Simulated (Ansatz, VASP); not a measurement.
# Cross-check of Al38P12O87 (glassy 76Al2O3-24P2O5 (mol %)) between VASP and Ansatz, part 2 of 2

Wanted: the spread between two codes on one cell, functional and k mesh. Of the first pair: The structure shown is the start of the Ansatz relaxation below; VASP solves that cell, so the two are compared at the walk's first step.

VASP 6.6.1 and Ansatz 0.2.0.

So far. Step 3 (VASP: single point, PBE, start cell, pair 1): The run ends at a pressure of -5.09 GPa, with forces up to 0.67 eV/Å.

## 6. VASP: single point, PBE, relaxed cell, pair 2

Level of this step: PBE; plane waves and PAW (Al, P, O) (VASP).

The same cell, functional and mesh now go to VASP, with its own data sets.

File INCAR:

```
SYSTEM = Al38P12O87
PREC = Accurate
ENCUT = 600
EDIFF = 1E-06
NELM = 120
ISMEAR = 0
SIGMA = 0.01
LREAL = Auto
ALGO = Normal
GGA = PE
NBANDS = 443
LORBIT = 11
LWAVE = .FALSE.
LCHARG = .FALSE.
ISIF = 2
LASPH = .TRUE.
GGA_COMPAT = .FALSE.
EFERMI = MIDGAP
```

File POSCAR:

```
Al38P12O87
1.0
   12.0679000000      0.2325400000     -0.2194500000
    0.2325400000     11.8488400000      0.0799300000
   -0.2194500000      0.0799300000     12.0227400000
Al P O
38 12 87
Direct
    0.7134000000      0.1443100000      0.4093900000
    0.9033400000      0.0373900000      0.5976700000
    0.0942400000      0.4094400000      0.3260800000
    0.6023900000      0.3323400000      0.5565400000
    0.8166400000      0.4948600000      0.5820800000
    0.1139600000      0.0586800000      0.1660400000
    0.1405600000      0.0082400000      0.7346400000
    0.1135900000      0.2196900000      0.5193100000
    0.9120300000      0.4402000000      0.0153300000
    0.5570800000      0.9925900000      0.9278100000
    0.2763900000      0.8608000000      0.2601200000
    0.5032900000      0.2203000000      0.3246100000
    0.8809400000      0.6882200000      0.1542800000
    0.0167100000      0.8550500000      0.0277100000
    0.3321000000      0.0817300000      0.5989700000
    0.5223000000      0.4450000000      0.7884400000
    0.3153200000      0.1090300000      0.3342100000
    0.6967000000      0.8745900000      0.3881700000
    0.3644500000      0.2104200000      0.9419800000
    0.1351400000      0.2575300000      0.8581800000
    0.3352800000      0.7297000000      0.6108600000
    0.8948700000      0.6636100000      0.8861600000
    0.2035400000      0.0048600000      0.9470200000
    0.1454400000      0.3151700000      0.0913800000
    0.4891000000      0.1989200000      0.7526300000
    0.7497100000      0.8800700000      0.7569800000
    0.8170500000      0.0211500000      0.9666100000
    0.0021100000      0.8593300000      0.8048700000
    0.8678500000      0.2710800000      0.6071800000
    0.0944800000      0.5820000000      0.9629800000
[... 101 atom lines left out ...]
    0.7011500000      0.9645800000      0.8847900000
    0.4999200000      0.1278200000      0.8823200000
    0.9332700000      0.8193100000      0.1330500000
    0.0865200000      0.5690100000      0.6205300000
    0.2077200000      0.5753100000      0.8697500000
    0.8381300000      0.3762900000      0.9021100000
```

File KPOINTS:

```
Automatic mesh
0
Gamma
1 1 1
0 0 0
```

PAW data sets: Al, P and O (PBE family, release 64).

Started as:

```bash
$ export OMP_NUM_THREADS=3
$ mpirun -np 1 vasp_gam
```

Numbers of over 12 decimals in the logs are rounded to 6 here.

What it wrote:

```text
[... set-up lines as in an earlier step ...]
 entering main loop
       N       E                     dE             d eps       ncg     rms          rms(c)
DAV:   1     0.674287741006E+04    0.67429E+04   -0.44136E+05   894   0.172E+03
DAV:   2    -0.526469206701E+03   -0.72693E+04   -0.70337E+04  1097   0.388E+02
DAV:   3    -0.113917691630E+04   -0.61271E+03   -0.60830E+03  1044   0.118E+02
DAV:   4    -0.115211624167E+04   -0.12939E+02   -0.12878E+02  1052   0.186E+01
[...]
DAV:  17    -0.100640632379E+04    0.34290E-04   -0.29083E-04  1060   0.454E-02    0.238E-02
DAV:  18    -0.100640632076E+04    0.30303E-05   -0.73101E-05  1044   0.185E-02    0.141E-02
DAV:  19    -0.100640632055E+04    0.20710E-06   -0.83898E-06  1052   0.533E-03
   1 F= -.10064063E+04 E0= -.10064063E+04  d E =0.000000E+00
```

OUTCAR, selected parts (step 6):

```text
  Total      -22.5943993    -26.7483925     -4.9894393      0.8915941     -2.1199861      3.7251200
  in kB      -21.0731977    -24.9475171     -4.6535179      0.8315662     -1.9772549      3.4743207
  external PRESSURE =     -16.8914109 kB  Pullay stress =       0.0000000 kB

 POSITION                                       TOTAL-FORCE (eV/Angst)
[...]
0.58500      9.12528      8.35974         0.022283     -0.052973     -0.089119
     10.37172      4.39153      1.27290         0.018014      0.011644      0.099949
      7.17704      5.39344      0.99435        -0.025780     -0.085727     -0.028471
      3.92780      5.67167      4.99216         0.058953      0.002756      0.064090
      9.23594      7.43133      7.78095        -0.053755     -0.002772      0.068547
      1.31043      4.18905      5.47401        -0.001879     -0.002119      0.003242
      7.07195      2.78801      5.40729        -0.011240      0.011018     -0.002105
     11.86384      3.19294     10.19682        -0.105422      0.021359     -0.007616
     11.15701      5.14939      7.58448         0.002526     -0.012077     -0.004519
      5.08882     10.16304      6.79591         0.008961      0.032059     -0.097543
      9.70003      2.05340      6.12008         0.004321     -0.000310     -0.002464
      2.60464      3.49502     11.66765         0.002310     -0.006827      0.020587
      9.19634      0.23277      4.09756        -0.011606      0.010281     -0.005016
      7.89316      9.30684      8.78454         0.040371     -0.073736      0.014846
[...]
-----------------------------------------------------------------------------------
    total drift:                                0.010707      0.001940     -0.001882

  FREE ENERGIE OF THE ION-ELECTRON SYSTEM (eV)
  ---------------------------------------------------
  free  energy   TOTEN  =     -1006.4063205496 eV

  energy  without entropy=    -1006.4063205496  energy(sigma->0) =    -1006.40632055

[... 1 part as in an earlier step ...]

[... 2 further parts left out ...]
[key lines of the parts left out:]
E-fermi :   4.2963
```

The run ends at a pressure of -1.69 GPa, with forces up to 0.14 eV/Å.

## 7. Comparison

What differs besides the data sets and the points named for the pairs above, as far as they apply: the cutoff is 420 eV in Ansatz and 600 eV in VASP (PREC = Accurate, projectors in real space). Total energies have different zeros and are not compared.

Compared:

| quantity | Ansatz | VASP | difference |
| --- | --- | --- | --- |
| pressure (GPa) | -1.10 | -1.69 | +0.59 |
| gap on the k mesh (eV) | 3.498 | 3.475 | +0.023 |

Forces on 8 of the 137 atoms, those with the largest forces and the largest differences (eV/Å; atoms numbered as in POSCAR):

| atom | Ansatz x, y, z | VASP x, y, z |
| --- | --- | --- |
| P39 | 0.018, 0.002, -0.019 | 0.006, 0.113, -0.019 |
| O60 | 0.005, 0.014, -0.009 | 0.060, 0.080, -0.093 |
| O67 | 0.006, 0.000, -0.001 | -0.025, -0.114, -0.003 |
| O96 | 0.008, -0.012, 0.008 | 0.084, -0.004, 0.093 |
| O108 | 0.000, -0.011, 0.007 | -0.029, -0.114, -0.048 |
| O124 | 0.001, -0.003, 0.007 | -0.091, 0.065, -0.009 |
| O130 | 0.000, 0.000, 0.007 | -0.046, -0.016, 0.113 |
| O131 | -0.009, -0.006, -0.004 | 0.094, 0.047, 0.017 |

The forces differ by 35 meV/Å r.m.s., where the r.m.s. force is 0.009 eV/Å in Ansatz and 0.035 eV/Å in VASP: the atoms lie near their places of rest in Ansatz, so a percentage would say little (all taken over all components). A gap on the mesh is an upper bound, since the band edges may lie between its points.

## 8. Summary of results

```
r.m.s. force difference (single point, PBE, start cell, pair 1)   : 27 meV/Å
r.m.s. force difference (single point, PBE, relaxed cell, pair 2) : 35 meV/Å
difference in pressure (single point, PBE, relaxed cell, pair 2)  : 0.59 GPa
```

In words: The r.m.s. force difference is 35 meV/Å (single point, PBE, relaxed cell, pair 2), beyond the 12 meV/Å picked in this series as the mark of a large difference. What causes the difference of the single point, PBE, start cell, pair 1 pair stays open here. What causes the difference of the single point, PBE, relaxed cell, pair 2 pair stays open here. Such differences can come from data sets, numerical settings and the points named under the comparisons, not from the functional's error against experiment.

[Lines on the potential files, build, host, timing and source positions are cut from VASP's logs without a mark.]

[Logs are printed without paths, hosts, clocks, repeated set-up lines and the standing remarks that a program may print on its own settings, such as how far it seeks lower states.]

[Hosts, paths, dates, database ids (printed as entryN), source tags and the programs' standing remarks are cut or masked in the printed files.]
